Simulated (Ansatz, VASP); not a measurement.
## One calculation of Al2Sn2Ge3, two programs

Contents of INCAR:

```
SYSTEM = Al2Sn2Ge3
ALGO = Fast
EDIFF = 1E-6
ENCUT = 520
GGA = PE
ISIF = 2
ISMEAR = 1
LASPH = .TRUE.
LCHARG = .FALSE.
LREAL = .FALSE.
LWAVE = .FALSE.
NBANDS = 47
NELM = 80
PREC = Accurate
SIGMA = 0.005
```

The input KPOINTS:

```
k-points
0
G
  5 5 5
  0 0 0
```

POSCAR

```
Al2Sn2Ge3
1.0
    0.0000000000      0.0000000000      4.5484640000
    4.1077850000      0.0000000000      0.0000000000
    2.0538930000      9.1056670000     -2.2742320000
Sn Al Ge
2 2 3
Direct
    0.3584000000      0.6416000000      0.7168000000
    0.6416000000      0.3584000000      0.2832000000
    0.4351000000      0.0649000000      0.8702000000
    0.5649000000      0.9351000000      0.1298000000
    0.0000000000      0.5000000000      0.0000000000
    0.1832000000      0.8168000000      0.3664000000
    0.8168000000      0.1832000000      0.6336000000
```

Input for Ansatz:

```yaml
crystal:
  lattice:
    - [0.0, 0.0, 4.548464]
    - [4.107785, 0.0, 0.0]
    - [2.053893, 9.105667, -2.274232]
  atoms:
    - { symbol: Sn, position: [0.3584, 0.6416, 0.7168] }
    - { symbol: Sn, position: [0.6416, 0.3584, 0.2832] }
    - { symbol: Al, position: [0.4351, 0.0649, 0.8702] }
    - { symbol: Al, position: [0.5649, 0.9351, 0.1298] }
    - { symbol: Ge, position: [0.0, 0.5, 0.0] }
    - { symbol: Ge, position: [0.1832, 0.8168, 0.3664] }
    - { symbol: Ge, position: [0.8168, 0.1832, 0.6336] }
  symmetry: { tolerance: 0.0003 }
kpoints:
  mp_grid: { grid: [5, 5, 5], shift: [0, 0, 0] }
magnetization:
  spin_polarized: false
scf:
  occupations: { method: methfessel_paxton, width: 0.005 }
hamiltonian:
  pseudopotentials: { kind: paw }
  xc: pbe
basis:
  ecutwfc: 420
output:
  forces: true
  stress: true
  eigenvalues: true
accuracy: high
```

The cell was built by a generator and needn't be a form met in nature.

Alike in both runs: task single point; functional PBE; k mesh 5 × 5 × 5; occupations methfessel-paxton of order 1, width 0.005 eV; no spin polarisation.

|  | VASP | Ansatz |
| --- | --- | --- |
| version | VASP 6.6.1 | Ansatz 0.2.0 |
| potentials or method | VASP PAW PBE potentials, release 64 (Sn_d, Al, Ge_d) | PAW plane waves |
| plane-wave cutoff (eV) | 520 | 420 |
| valence electrons in the cell | 76 | 76 |

```csv
,VASP,Ansatz,Ansatz less VASP
gap on the k mesh at the Fermi level (eV),none,none,-
pressure (GPa),2.3,2.4,+0.02
largest component of the traceless stress (GPa),8.01,8.03,+0.020
rms of the force components (eV/Å),0.729,0.733,+0.0042
```

Atom by atom the forces differ by 0.006 eV/Å (rms over components). A gap of «none» marks a metal or a gap that the smearing closes. The functional is the same, so the differences come from potentials, cutoffs and numerics.

Caveats: forces of over 1 eV/Å show positions far from the minimum, so gaps and moduli don't describe the material at rest.
